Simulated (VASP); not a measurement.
Given:

```yaml
crystal:
  lattice:
    - [0.00000, 1.94135, 1.94135]
    - [1.94135, 0.00000, 1.94135]
    - [1.94135, 1.94135, 0.00000]
  atoms:
    - { symbol: Ir, position: [0.00000, 0.00000, 0.00000] }
```

Method: revPBE GGA, VASP's PBE PAW potentials (set 64) (plane waves; VASP). Numerical set-up: 520 eV cut-off, 18×18×18 Γ-centred mesh, tetrahedra with Blöchl corrections, potentials Ir.

Unless said otherwise, spin-orbit coupling is left out, though it shifts the bands of the heavy elements here.

### Question
What does the run give for the energy per atom (σ→0), band gap (on the k-mesh) with the smallest direct gap where there is one?

### Answer

```yaml
band gap (on the k-mesh): none (metal, semimetal or under 0.01 eV)
energy per atom (σ→0): -8.319 eV/atom
```

Total energies compare only between runs with the same potentials, cut-off and functional.

The compound is Ir in the fcc structure. It was relaxed first.
